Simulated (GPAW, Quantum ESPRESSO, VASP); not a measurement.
# Code comparison for CaC2 (P1, 6 atoms in the cell)

Self-consistent single point, at a second geometry (atoms moved at random). First geometry:

```xyz
6
Lattice="3.8762 0.0000 0.0000 1.8496 3.5393 0.0000 0.4118 1.0069 7.2199" Properties=species:S:1:pos:R:3 pbc="T T T"
Ca     2.9979     4.2284     5.4328
Ca     3.1398     0.3179     1.7872
C      1.2751     1.4781     0.4344
C      4.8626     3.0682     6.7856
C      3.0893     2.6824     3.1332
C      3.0484     1.8639     4.0868
```

Second geometry:
```yaml
crystal:
  lattice:
    - [3.87625, 0.00000, 0.00000]
    - [1.84964, 3.53935, 0.00000]
    - [0.41179, 1.00694, 7.21993]
  atoms:
    - { symbol: Ca, position: [0.21388, 0.99771, 0.76193] }
    - { symbol: Ca, position: [0.76586, 0.01013, 0.25085] }
    - { symbol: C, position: [0.13600, 0.38787, 0.05958] }
    - { symbol: C, position: [0.87622, 0.60342, 0.94791] }
    - { symbol: C, position: [0.45363, 0.63652, 0.42858] }
    - { symbol: C, position: [0.55440, 0.36436, 0.55114] }
```

Shared settings, as Quantum ESPRESSO writes them: occupations = fixed; K_POINTS = automatic 7 6 3 0 0 0. Potentials and cutoffs stand in the table.

| code | model | ΔF from the first geometry (meV/atom) | pressure (GPa) | largest force (eV/Å) | gap on the mesh (eV) | cutoff |
|---|---|---|---|---|---|---|
| VASP | LDA (PZ), VASP's LDA PAW potentials (set 64) | 24.9 | -2.26 | 3.067 | 2.482 | 400 eV |
| GPAW | LDA (Perdew-Wang 92), GPAW PAW datasets LDA (gpaw-data 1.0.1) | 24.1 | – | 3.000 | 2.503 | 900 eV |
| Quantum ESPRESSO | LDA (PZ), GBRV 1.5 ultrasoft (LDA) pseudopotentials | 25.6 | -1.71 | 3.168 | 2.504 | 40 Ry |

Size of the force on each atom (eV/Å): Sizes of forces hide their directions.

```tsv
code	Ca1	Ca2	C3	C4	C5	C6
VASP	0.454	0.152	2.446	2.741	2.598	3.067
GPAW	0.452	0.160	2.370	2.669	2.524	3.000
Quantum ESPRESSO	0.451	0.141	2.544	2.837	2.701	3.168
```

A dash marks a value that a program does not give, or that is left out as unsure.

Gaps are read on the mesh.

The spread over the programs that give each value: ΔF from the first geometry within 1.5 meV/atom; pressure within 0.55 GPa; largest force within 0.168 eV/Å; gap on the mesh within 0.022 eV.

The pressure of GPAW is left out: its cutoff lies under the one at which its stress was checked. In the force vectors, Quantum ESPRESSO (by 0.104) lies more than 0.08 eV/Å from the median of the plane-wave programs.

VASP's run is marked for a possible Pulay error in its stress at this cutoff; no cutoff test was made.

VASP ran the fixed occupations as a Gaussian smearing of 0.01 eV.

The starting cell comes from a database of computed structures (which also holds hypothetical and non-ambient phases and stackings), without a prior relaxation at this level. Its lattice was rescaled by a random factor within 2.5 % of one. For this run, on top of that: atoms moved at random.

Left out of this page: Ansatz, CP2K and SIESTA (not drawn, or without a comparable value).
